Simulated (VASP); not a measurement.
An input for Ansatz (written as the equivalent of a VASP run, and not itself run):

Ansatz 0.2 input:
```yaml
crystal:
  lattice:
    - [1.5454209, -2.6767237, 0.0000000]
    - [1.5454209, 2.6767237, 0.0000000]
    - [0.0000000, 0.0000000, 5.5134408]
  atoms:
    - { symbol: Se, position: [1.0000000, 0.3344455, 0.6666670] }
    - { symbol: Se, position: [0.6655545, 0.6655545, 1.0000000] }
    - { symbol: Se, position: [0.3344455, 1.0000000, 0.3333330] }
kpoints:
  mp_grid: { grid: [11, 11, 6] }
hamiltonian:
  xc: pbesol
  pseudopotentials: { kind: paw }
scf:
  occupations: { method: methfessel_paxton, width: 0.1 }
  max_iter: 100
relax:
  max_steps: 40
  f_tol: 0.02
  cell: { p_target: 45 }
output: { forces: true, stress: true, eigenvalues: true }
```

Write the VASP files for the same calculation (PBEsol).

Several could match; the one computed here: 
**POSCAR**
```
Se
1
    1.5454209379    -2.6767237017     0.0000000000
    1.5454209379     2.6767237017    -0.0000000000
    0.0000000000    -0.0000000000     5.5134408335
Se
3
Direct
  0.9999999974   0.3344455470   0.6666670000
  0.6655544555   0.6655544555   1.0000000000
  0.3344455470   0.9999999974   0.3333330000
```

### KPOINTS
```
Regular mesh
0
G
11 11 6
```

INCAR:
```
SYSTEM = Se
PREC = Accurate
ENCUT = 500
EDIFF = 1E-6
NELM = 100
ALGO = Normal
LREAL = .FALSE.
LASPH = .TRUE.
ISMEAR = 1
SIGMA = 0.1
GGA = PS
LMAXMIX = 4
LWAVE = .FALSE.
LCHARG = .FALSE.
IBRION = 2
ISIF = 3
NSW = 40
EDIFFG = -0.02
PSTRESS = 450
```

POTCAR, in this order: Se (PBE.64 set). Program: vasp_std.

What does not carry over: each code has its own PAW files, so the cut-off isn't converted (ENCUT is set for VASP's; basis.ecutwfc is left out, and Ansatz then takes the one that its files recommend); Ansatz stops its SCF on the density residual and VASP on the energy change (EDIFF).

The compound is Se in the trig structure. It was relaxed first under an external pressure of 45 GPa.
